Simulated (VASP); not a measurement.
VSi11C12 (a cell with a defect):

```
V Si C
1.0
     0.00000    6.53700    6.53700
     4.35800    0.00000    4.35800
     4.35800    4.35800    0.00000
V Si C
1 11 12
Direct
  0.99922 0.99765 0.00437
  0.00037 0.99622 0.50420
  0.00113 0.49788 0.00239
  0.00042 0.49838 0.50439
  0.33464 0.99835 0.00251
  0.33548 0.99666 0.50204
  0.33721 0.49454 0.00214
  0.33414 0.49808 0.50250
  0.66733 0.99684 0.00180
  0.66641 0.99897 0.50255
  0.66556 0.50198 0.00220
  0.66847 0.49721 0.50181
  0.08762 0.12517 0.13350
  0.08683 0.12639 0.61578
  0.08976 0.60780 0.13278
  0.08453 0.62206 0.62869
  0.41988 0.11976 0.12656
  0.41649 0.12342 0.62844
  0.41634 0.62535 0.12753
  0.41857 0.62176 0.62699
  0.73818 0.13190 0.13073
  0.75091 0.12228 0.62707
  0.75196 0.62255 0.12704
  0.75046 0.62428 0.62687
```

Base run:

```yaml
Program: VASP 6.6.1
Functional: PBEsol
Potentials_or_basis: VASP PAW PBE potentials, release 64 (V_sv, Si, C)
Cutoff: 450 eV
k_mesh: 3 × 4 × 4
Occupations: gaussian, width 0.03 eV
Spin: collinear spin, ferromagnetic start
Starting_moments: "[1.0, 0.0, 0.0, 0.0, 0.0, 0.0, 0.0, 0.0, 0.0, 0.0, 0.0, 0.0, 0.0, 0.0, 0.0, 0.0, 0.0, 0.0, 0.0, 0.0, 0.0, 0.0, 0.0, 0.0] μB"
Fixed_moment: 1 μB
Hubbard_terms: V d U = 3 eV
```

Its results: net moment 1.00 μB per cell; largest force 0.120 eV/Å.

Problem. The run is repeated on the same cell with these changes: k mesh from 3 × 4 × 4 to 2 × 3 × 3; fixed moment from 1 μB to none. What comes out?

Solution. Net moment 0.00 μB per cell; largest force 0.497 eV/Å.

Caveats: some runs use coarse meshes; the PAW data sets were made with another functional, which shifts forces and pressure a little; the U is typed as a test and isn't derived for this compound; the total moment is fixed, so each spin has its own Fermi level (some runs).
